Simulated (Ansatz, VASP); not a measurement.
# Fe3PO7 (Grattarolaite): VASP beside Ansatz, part 3 of 3

One calculation is typed for both programs; each brings its own data sets and cutoff. How far apart do they land?  The structure shown is the end of the VASP relaxation below.

VASP 6.6.1 and Ansatz 0.2.0.

So far. Step 3 (Ansatz: single point, PBEsol, DFT+U): The run ends at a pressure of 2.31 GPa, with forces up to 0.22 eV/Å.

In doubt: warnings of the run leave room for a lower electronic state (steps 8, 9), so energies may not be the lowest and differences between runs may mislead.

**7. Comparison**

What differs besides the data sets and the points named for the pairs above, as far as they apply: VASP uses finite displacements, Ansatz perturbation theory. Total energies have different zeros and are not compared.

Both answers:

| quantity | Ansatz | VASP | difference |
| --- | --- | --- | --- |
| mode 4 (cm⁻¹) | 21.3 | 34.1 | -12.8 |
| mode 5 to 6 (cm⁻¹) | 118.9 | 129.6 | -8.20 % |
| mode 7 to 8 (cm⁻¹) | 168.9 | 174.4 | -3.14 % |
| mode 9 (cm⁻¹) | 212.3 | 217.3 | -2.31 % |
| mode 10 (cm⁻¹) | 212.9 | 221.0 | -3.65 % |
| mode 11 to 12 (cm⁻¹) | 219.8 | 229.5 | -4.25 % |
| mode 13 (cm⁻¹) | 277.1 | 283.8 | -2.34 % |
| mode 14 to 15 (cm⁻¹) | 319.1 | 314.3 | +1.51 % |
| mode 16 (cm⁻¹) | 347.6 | 344.3 | +0.95 % |
| mode 17 to 18 (cm⁻¹) | 364.6 | 362.0 | +0.72 % |
| mode 19 to 20 (cm⁻¹) | 371.0 | 372.2 | -0.32 % |
| mode 21 (cm⁻¹) | 510.7 | 509.8 | +0.17 % |
| mode 22 (cm⁻¹) | 520.6 | 511.8 | +1.72 % |
| mode 23 to 24 (cm⁻¹) | 552.0 | 540.2 | +2.20 % |
| mode 25 to 26 (cm⁻¹) | 564.6 | 560.9 | +0.67 % |
| mode 27 (cm⁻¹) | 601.2 | 590.2 | +1.88 % |
| mode 28 to 29 (cm⁻¹) | 650.6 | 640.7 | +1.55 % |
| mode 30 (cm⁻¹) | 882.8 | 883.2 | -0.05 % |
| mode 31 (cm⁻¹) | 1020.6 | 1010.4 | +1.01 % |
| mode 32 to 33 (cm⁻¹) | 1051.2 | 1042.3 | +0.85 % |

**8. VASP: electric field gradients, PBEsol, DFT+U**

Field gradients test the density near the nuclei, where the PAW reconstruction matters most.

INCAR

```
SYSTEM = Fe3PO7
PREC = Accurate
ENCUT = 520
EDIFF = 1E-07
NELM = 100
ISMEAR = 0
SIGMA = 0.05
LREAL = .FALSE.
ALGO = Normal
GGA = PS
NBANDS = 61
ISPIN = 2
MAGMOM = 4.325 4.325 4.325 0.031 0.158 0.359 0.359 0.359 0.122 0.122 0.122
LDAU = .TRUE.
LDAUTYPE = 2
LDAUL = 2 -1 -1
LDAUU = 4 0 0
LDAUJ = 0 0 0
LDAUPRINT = 1
LASPH = .TRUE.
LMAXMIX = 4
LORBIT = 11
LWAVE = .FALSE.
LCHARG = .FALSE.
KPAR = 8
LEFG = .TRUE.
```

POSCAR

```
Fe3PO7
1.0
    4.0131358779      2.3169850794      2.2950053484
   -4.0131358779      2.3169850794      2.2950053484
    0.0000000000     -4.6339701588      2.2950053484
Fe P O
3 1 7
Direct
    0.5397198143      0.1503095739      0.5397198143
    0.5397198143      0.5397198143      0.1503095739
    0.1503095739      0.5397198143      0.5397198143
    0.0000821785      0.0000821785      0.0000821785
    0.2305545627      0.2305545627      0.2305545627
    0.3878148672      0.7673479303      0.3878148672
    0.3878148672      0.3878148672      0.7673479303
    0.7673479303      0.3878148672      0.3878148672
    0.8308162105      0.1472039706      0.8308162105
    0.8308162105      0.8308162105      0.1472039706
    0.1472039706      0.8308162105      0.8308162105
```

KPOINTS

```
Automatic mesh
0
Gamma
5 5 5
0 0 0
```

PAW data sets: Fe, P and O (PBE family, release 64).

On the command line:

```
mpirun -np 8 vasp_std
```

Numbers of over 12 decimals in the logs are rounded to 6 here.

Output:

```text
[... set-up lines as in an earlier step ...]
 entering main loop
       N       E                     dE             d eps       ncg     rms          rms(c)
[... 17 cycles as in an earlier step ...]
DAV:  18    -0.806106615313E+02    0.36744E-07   -0.17159E-07  4056   0.312E-03
ion   1
     0.0000000    -0.6615767     1.5039489     0.1207079    -2.6049158     0.3819615
     0.0000445    -0.6615767     1.5039488     0.1207079    -2.6049158     0.3819615
     0.0000605    -0.6615767     1.5039488     0.1207079    -2.6049158     0.3819615
     0.0000823    -0.6615767     1.5039488     0.1207079    -2.6049158     0.3819615
     0.0001120    -0.6615767     1.5039488     0.1207079    -2.6049157     0.3819615

     0.0000000   -16.0643896    22.1345697    13.0099546   -38.3381994     9.2747796
     0.0000445   -16.0641716    22.1343280    13.0097366   -38.3377807     9.2746538
     0.0000605   -16.0640486    22.1341940    13.0096130   -38.3375486     9.2745828
     0.0000823   -16.0638496    22.1339785    13.0094128   -38.3371753     9.2744679
[...]
0.0000000     0.0000000   -39.7454449    16.1140129     0.0000000    51.3973759
     0.0000293     0.0000000   -39.7454340    16.1140085     0.0000000    51.3973618
     0.0000403     0.0000000   -39.7454267    16.1140055     0.0000000    51.3973524
     0.0000555     0.0000000   -39.7454143    16.1140004     0.0000000    51.3973363
     0.0000765     0.0000000   -39.7453935    16.1139919     0.0000000    51.3973093

ion  11
     0.0000000   -12.3815532     5.5474835     4.4089728     9.6085233    -7.1484931
     0.0000293   -12.3815531     5.5474835     4.4089728     9.6085232    -7.1484930
     0.0000403   -12.3815530     5.5474834     4.4089728     9.6085232    -7.1484929
     0.0000555   -12.3815528     5.5474833     4.4089727     9.6085230    -7.1484928
     0.0000765   -12.3815524     5.5474832     4.4089726     9.6085227    -7.1484926

     0.0000000   -44.5114332    19.8727224    16.1140129    34.4205649   -25.6986879
     0.0000293   -44.5114210    19.8727170    16.1140085    34.4205555   -25.6986809
     0.0000403   -44.5114128    19.8727133    16.1140055    34.4205492   -25.6986762
     0.0000555   -44.5113989    19.8727071    16.1140004    34.4205385   -25.6986682
     0.0000765   -44.5113756    19.8726967    16.1139919    34.4205204   -25.6986547

   1 F= -.80610662E+02 E0= -.80610662E+02  d E =-.395102E-13  mag=    15.0000
```

Parts of OUTCAR (step 8):

```text
  Total        0.0433423      0.0433423      0.0146885      0.0000000      0.0000000      0.0000000
  in kB        0.5423511      0.5423511      0.1838001      0.0000000      0.0000000      0.0000000
  external PRESSURE =       0.4228341 kB  Pullay stress =       0.0000000 kB

 POSITION                                       TOTAL-FORCE (eV/Angst)
 -----------------------------------------------------------------------------------
      1.56276     -0.90226      2.82228         0.005720     -0.003302      0.007578
      0.00000      1.80452      2.82228        -0.000000      0.006605      0.007578
     -1.56276     -0.90226      2.82228        -0.005720     -0.003302      0.007578
      0.00000      0.00000      0.00057        -0.000000      0.000000      0.003998
      0.00000      0.00000      1.58737        -0.000000      0.000000      0.007775
     -1.52312      0.87937      3.54114        -0.003055      0.001764     -0.009416
      0.00000     -1.75874      3.54114        -0.000000     -0.003528     -0.009416
      1.52312      0.87937      3.54114         0.003055      0.001764     -0.009416
      2.74343     -1.58392      4.15129        -0.006237      0.003601     -0.002087
      0.00000      3.16784      4.15129        -0.000000     -0.007202     -0.002087
     -2.74343     -1.58392      4.15129         0.006237      0.003601     -0.002087
 -----------------------------------------------------------------------------------
    total drift:                               -0.000000      0.000000      0.000336

  FREE ENERGIE OF THE ION-ELECTRON SYSTEM (eV)
  ---------------------------------------------------
  free  energy   TOTEN  =       -80.6106615313 eV

  energy  without entropy=      -80.6106615313  energy(sigma->0) =      -80.61066153

[... 3 parts as in an earlier step ...]

[... 1 further part left out ...]
[key lines of the parts left out:]
E-fermi :   2.2016
```

The run ends at a pressure of 0.04 GPa, with forces up to 0.010 eV/Å.

**9. Ansatz: electric field gradients, PBEsol, DFT+U**

The same cell, functional, mesh and smearing now go to Ansatz, which takes its cutoff from its data sets.

The cell comes out of the VASP series on this material, whose earlier steps may have relaxed, scaled or displaced it; both programs get it as it stands.

input.yaml

```yaml
crystal:
  lattice:
    - [4.0131358779, 2.3169850794, 2.2950053484]
    - [-4.0131358779, 2.3169850794, 2.2950053484]
    - [0.0, -4.6339701588, 2.2950053484]
  atoms:
    - { symbol: Fe, position: [0.5397198143, 0.1503095739, 0.5397198143], spin: 4.325 }
    - { symbol: Fe, position: [0.5397198143, 0.5397198143, 0.1503095739], spin: 4.325 }
    - { symbol: Fe, position: [0.1503095739, 0.5397198143, 0.5397198143], spin: 4.325 }
    - { symbol: P, position: [8.21785e-05, 8.21785e-05, 8.21785e-05], spin: 0.031 }
    - { symbol: O, position: [0.2305545627, 0.2305545627, 0.2305545627], spin: 0.158 }
    - { symbol: O, position: [0.3878148672, 0.7673479303, 0.3878148672], spin: 0.359 }
    - { symbol: O, position: [0.3878148672, 0.3878148672, 0.7673479303], spin: 0.359 }
    - { symbol: O, position: [0.7673479303, 0.3878148672, 0.3878148672], spin: 0.359 }
    - { symbol: O, position: [0.8308162105, 0.1472039706, 0.8308162105], spin: 0.122 }
    - { symbol: O, position: [0.8308162105, 0.8308162105, 0.1472039706], spin: 0.122 }
    - { symbol: O, position: [0.1472039706, 0.8308162105, 0.8308162105], spin: 0.122 }
hamiltonian:
  xc: pbesol
  pseudopotentials: { kind: paw }
  hubbard: { sites: [{ species: Fe, l: d, u_eff: 4.0 }] }
magnetization:
  spin_polarized: true
kpoints:
  mp_grid: { grid: [5, 5, 5] }
scf:
  occupations: { method: gaussian, width: 0.05 }
  n_extra_bands: 15
output:
  forces: true
  stress: true
  eigenvalues: true
  efg: {}
```

On the command line:

```
ansatz run input.yaml --threads 4 --pin off --max-ram 9216MiB --backend cpu --events-out ev --progress --plain --runs-dir out
```

Output:

```text
[...]
Crystal: 11 atoms, lattice volume = 128.039 Å³
Basis set: ecut = 420 eV, 2509 PW (Γ), exchange–correlation on 72×72×72 points (8 copies of the dense FFT grid, shifted against one another)
Bands: 63, of which v1, the nominal top of the filled ones, is band 48 counted from 1 (47 counted from 0)
[...]
k-point 1 ↑: bands = [... 44 lower, 4.6740, 4.9443, 5.1545, 5.5394, 5.5712, 6.1796, 6.3365, 6.4374, ... 11 higher]
  k-point 2 ↑: bands = [... 44 lower, 4.6708, 4.9626, 5.0505, 5.6272, 5.6597, 6.0176, 6.1539, 6.4707, ... 11 higher]
  k-point 18 ↓: bands = [... 44 lower, 9.1008, 9.2257, 9.4850, 9.6711, 9.7323, 9.8524, 9.8758, 10.0528, ... 11 higher]
Occupation matrices written to <dir>
[key lines of the parts left out:]
SCF converged after 14 iterations
Magnetization: 15.0000 μB (55.0000 up, 40.0000 down)
Free energy (F): -18006.351095 eV
Fermi energy:    7.796397 eV
P = ⅓ Tr σ = 2.3106 GPa (23.106 kbar)
```

Run time: 14 s. Hardware: 4 threads of Arm Neoverse V2, shared host; peak memory 0.67 GiB; 53 s of CPU time.

The run ends at a pressure of 2.31 GPa, with forces up to 0.22 eV/Å.

**10. Side by side**

What differs besides the data sets and the points named for the pairs above, as far as they apply: Ansatz adds the response of the frozen cores to the gradients, VASP leaves it out. Total energies have different zeros and are not compared.

Compared:

| quantity | Ansatz | VASP | difference |
| --- | --- | --- | --- |
| pressure (GPa) | 2.31 | 0.04 | +2.27 |
| gap on the k mesh (eV) | 1.654 | 1.788 | -0.134 |
| total moment (μB) | 15.00 | 15.00 | 0.00 |
| moment on Fe1 (μB) | 3.85 | 4.33 | -0.48 |
| moment on Fe2 (μB) | 3.85 | 4.33 | -0.48 |
| moment on Fe3 (μB) | 3.85 | 4.33 | -0.48 |
| moment on O6 (μB) | 0.38 | 0.36 | +0.02 |
| moment on O8 (μB) | 0.38 | 0.36 | +0.02 |
| moment on O7 (μB) | 0.38 | 0.36 | +0.02 |
| moment on O5 (μB) | 0.15 | 0.16 | 0.00 |
| moment on O9 (μB) | 0.11 | 0.12 | -0.01 |
| Vzz at Fe1 (V/Å²) | -56.1 | -62.1 | +5.9 |
| Vzz at Fe2 (V/Å²) | -56.1 | -62.1 | +5.9 |
| Vzz at Fe3 (V/Å²) | -56.1 | -62.1 | +5.9 |
| Vzz at P4 (V/Å²) | 16.4 | 19.1 | -2.7 |
| Vzz at O5 (V/Å²) | 85.3 | 83.5 | +1.8 |
| Vzz at O6 (V/Å²) | -45.7 | -40.6 | -5.1 |
| Vzz at O7 (V/Å²) | -45.7 | -40.6 | -5.1 |
| Vzz at O8 (V/Å²) | -45.7 | -40.6 | -5.1 |
| Vzz at O9 (V/Å²) | 99.4 | 95.4 | +4.1 |
| Vzz at O10 (V/Å²) | 99.4 | 95.4 | +4.1 |

At this near-relaxed geometry the largest component of a force difference is 187 meV/Å. Ansatz's pressure holds a Pulay correction of 0.73 GPa; VASP's holds none.

**11. Outcome**

| Quantity | Value |
| --- | --- |
| difference in moment on Fe1 (single point, PBEsol, DFT+U) | -0.48 μB |
| difference in mode 4 (zone-centre phonons, PBEsol, DFT+U) | -13 cm⁻¹ |
| difference in mode 5 to 6 (zone-centre phonons, PBEsol, DFT+U) | -8.2 % |
| difference in moment on Fe1 (electric field gradients, PBEsol, DFT+U) | -0.48 μB |

**Reading.** The difference in moment on Fe1 is -0.48 μB (single point, PBEsol, DFT+U). Among the rows given in per cent, the largest difference of the zone-centre phonons, PBEsol, DFT+U pair is in mode 5 to 6, -8.2 %. 1 further run on this material is not shown. How closely two codes agree says nothing of how well the functional describes the real material.

[Lines on the potential files, build, host, timing and source positions are cut from VASP's logs without a mark.]

[Logs are printed without paths, hosts, clocks, repeated set-up lines and the standing remarks that a program may print on its own settings, such as how far it seeks lower states.]

[Hosts, paths, dates, database ids (printed as entryN), source tags and the programs' standing remarks are cut or masked in the printed files.]
